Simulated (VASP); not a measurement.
# Wall time of one SCF run on SrMg (Pm-3m) with different electronic solvers and mixing settings, LDA in VASP

SrMg in the two-atom Pm-3m cell joins two divalent metals, each with two s electrons outside closed shells. The chemistry is the same in every row; only the path to the self-consistent density differs.

Problem: how does the wall time of one SCF run depend on the solver and the mixing, and what times are to be expected for ALGO = All and for simple mixing with IMIX = 1, AMIX = 0.2? One such run is short, but a search through many candidate alloys repeats it thousands of times, so a factor of two in run time matters there. Times are in seconds for a whole run at fixed atomic positions, and energies are taken relative to the run with ALGO = Normal.

## Set-up

A cell from the Materials Project database. VASP 6.6.1, plane waves with PAW, LDA, 2 atoms at fixed positions, no spin polarisation, no spin-orbit coupling. Held fixed: cutoff 400 eV, k mesh 5×5×5, ISMEAR = -1, SIGMA = 0.05 eV and 2 MPI ranks. Each row is named by the tags or value that set it apart; differences are taken from the run 'ALGO = Normal'. All ran on AMD EPYC 7R43 64-Core Processor (Zen 3), shared with other work, so times are rough.

Notes on method and selection:

- Runs that did not converge, have known faults or may not be shown are not listed, and runs on Ansatz's PAW sets soft_1 and soft_2 are kept to separate tables.

Columns:

- energy error (meV/atom): energy per atom extrapolated to zero smearing, less that of the reference (ALGO = Normal).
- cycles: SCF cycles.

Input lines of one member:

```
PREC = Accurate
ENCUT = 400
EDIFF = 1E-06
NELM = 100
ISMEAR = -1
SIGMA = 0.05
LREAL = .FALSE.
ALGO = Normal
GGA = CA
NBANDS = 12
LORBIT = 11
KPAR = 2
ISIF = 2
```

Command (options for logging and memory left out): `mpirun -np 2 vasp_std`

## Numbers

| member | energy error (meV/atom) | cycles | wall time (s) |
| --- | --- | --- | --- |
| IMIX = 1, AMIX = 0.2 | 0.000 | 27 | ? |
| ALGO = Fast | 0.000 | 13 | 4.40 |
| ALGO = VeryFast | 0.002 | 30 | 8.20 |
| ALGO = Normal | 0.000 | 11 | 3.80 |
| AMIX = 0.8 | 0.000 | 13 | 4.40 |
| AMIX = 0.1, BMIX = 0.01 | 0.000 | 14 | 4.40 |
| ALGO = All | 0.000 | 15 | ? |
| ALGO = Damped | 0.010 | 60 | 9.40 |

Cells marked ? are withheld until the estimate has been made.

## Interpretation

Solution, first part. The six timed runs fall into two groups. Normal, Fast and the two runs with changed AMIX need 11 to 14 cycles and 3.80 to 4.40 s; on a shared host they count as equally fast. VeryFast and Damped take more than twice as long as Normal: 8.20 / 3.80 = 2.2 and 9.40 / 3.80 = 2.5.

The number of cycles accounts for most of this. From Normal to VeryFast the time rises by (8.20 − 3.80) / (30 − 11) = 0.232 s per cycle. VeryFast relies on residual minimisation, which draws each orbital towards a nearby eigenstate and therefore works best from good starting orbitals. A poor start is a likely reason for its 30 cycles, together with VASP's default of holding the density fixed for more of the first cycles with this solver. The method's usual advantage, less orthogonalisation, counts for little with only 12 bands.

Damped departs from this line. Its 60 cycles would cost 3.80 + 49 × 0.232 = 15.2 s at the same rate, against 9.40 s in the table. The sign is as expected, since a damped step moves all orbitals once along the gradient, while a Davidson cycle applies the Hamiltonian several times to each band. Cheap steps do not make up for their number here.

Changing AMIX has little effect, as expected for a small cell. Slow, long-wavelength sloshing of charge, which careful mixing is meant to suppress, needs a long cell to develop.

The energy gives no reason to prefer a slower solver. The largest departure, 0.010 meV/atom for Damped, is negligible for any alloy energy. It may arise because a slowly converging run meets the stopping test, which looks at the change per step, while some error remains.

## Estimating the withheld member

Plain estimates from the members shown:

- ALGO = All, mean of the 6 members shown: 5.77 s, standard deviation 2.2
- IMIX = 1, AMIX = 0.2, mean of the 6 members shown: 5.77 s, standard deviation 2.2

Solution, second part. The mean of 5.77 s mixes short and long runs and ignores the known cycle counts, so a line in the cycles is preferred: t = 1.25 + 0.232 × N, with the fixed part from 3.80 − 11 × 0.232 = 1.25 s. For the two runs with 13 cycles it gives 1.25 + 13 × 0.232 = 4.27 s, and for the one with 14 cycles 1.25 + 14 × 0.232 = 4.50 s, against 4.40 s in each case.

IMIX = 1, AMIX = 0.2 keeps the Normal solver. Simple mixing takes in at most a fifth of the density residual per cycle and learns nothing from earlier cycles, hence the 27 cycles. The line gives 1.25 + 27 × 0.232 = 7.5 s. Slopes from Normal to the 14-cycle and 13-cycle runs, 0.20 and 0.30 s per cycle, would give 7.0 and 8.6 s; half that spread, 0.8 s, is the error.

ALGO = All is a conjugate-gradient method for all bands together, closer in kind to Damped. A Damped step costs (9.40 − 1.25) / 60 = 0.136 s. A conjugate-gradient cycle makes a trial step and a corrector step, so it is counted as two: 1.25 + 15 × 2 × 0.136 = 5.3 s. The line for the other solvers would give 1.25 + 15 × 0.232 = 4.7 s. The error is set at 0.8 s, somewhat above that gap, because no timed run tests the count of two.

**Committed estimate, ALGO = All: wall time = 5.3 ± 0.8 s.**  
**Committed estimate, IMIX = 1, AMIX = 0.2: wall time = 7.5 ± 0.8 s.**

## How the estimate fared

| member | energy error (meV/atom) | cycles | wall time (s) |
| --- | --- | --- | --- |
| IMIX = 1, AMIX = 0.2 | 0.000 | 27 | 6.80 |
| ALGO = All | 0.000 | 15 | 4.20 |

| member | estimate | wall time (s) | computed | estimate − computed | miss in error bars |
| --- | --- | --- | --- | --- | --- |
| ALGO = All | committed | 5.30 | 4.20 | +1.10 | 1.4 |
| ALGO = All | mean | 5.77 | 4.20 | +1.57 |  |
| IMIX = 1, AMIX = 0.2 | committed | 7.50 | 6.80 | +0.70 | 0.9 |
| IMIX = 1, AMIX = 0.2 | mean | 5.77 | 6.80 | −1.03 |  |

Both estimates were too high, and both came closer than the mean of the six runs. For IMIX = 1, AMIX = 0.2 the miss of 0.70 s lies inside the error bar. For ALGO = All the miss of 1.10 s lies outside it, at 1.4 error bars.

Counting cycles held for simple mixing. That run keeps the Normal solver, and its 16 extra cycles cost (6.80 − 3.80) / 16 = 0.19 s each, somewhat less than the 0.232 s taken from VeryFast.

Counting each cycle of ALGO = All as two Damped steps failed. The plain line in the cycles, at 4.7 s, would have been nearer to the 4.20 s found. The error bar was also too narrow: it rested on the gap between two routes that both came out too high. At 15 cycles ALGO = All is as fast as the runs with 11 to 14 cycles, within the roughness of the times.

## Residuals

Damped stands out. A line through the two runs that share the Normal solver and differ most in cycles has the slope (6.80 − 3.80) / 16 = 0.1875 s per cycle and the fixed part 3.80 − 11 × 0.1875 = 1.74 s. For Damped it gives 1.74 + 60 × 0.1875 = 13.0 s, which is too long by 13.0 − 9.40 = 3.6 s. The likeliest reason is the cheap single gradient step, which has the right sign. Damped is still the slowest run, because it needs so many steps.

VeryFast lies 0.8 s above the same line, about a tenth of its run time, which is too little to explain on a shared host. Its long run comes from its 30 cycles.

The run with IMIX = 1 is ordinary in time and energy, but its pressure, computed though not tabled, shifts the most from that of the Normal run. An error left in the density enters the energy only to second order and the pressure to first order, so an energy that agrees to 0.000 meV/atom does not guarantee an equally settled pressure.

## Rules of thumb and their limits

For this cell, run time broadly follows the number of cycles between 11 and 30; Damped, at 60 cycles, falls outside the rule. On the five runs that remain when Damped and the two runs used to draw it are left out, the line 1.74 + 0.1875 × N misses by typically 0.4 s, against a scatter of roughly 1.5 s about their mean; most of that scatter comes from VeryFast alone. The cycle count is known only after a run, so the time of an untried solver remains uncertain by about a factor of two.

In practice, a thousand such runs take 1000 × 3.80 / 3600 = 1.1 h with Normal and 1000 × 8.20 / 3600 = 2.3 h with VeryFast, on two ranks. For a small metallic cell like this one, the default solver and mixing are a sound choice.

These times hold for LDA without spin-orbit coupling. The PAW datasets were generated for PBE; since all runs share them, the comparison between solvers is not affected. Spin-orbit coupling would lengthen the run, since each orbital then has two components, and so would exact exchange, which adds a sum over pairs of orbitals.

[Logs are printed without paths, hosts, clocks, repeated set-up lines and the standing remarks that a program may print on its own settings, such as how far it seeks lower states.]
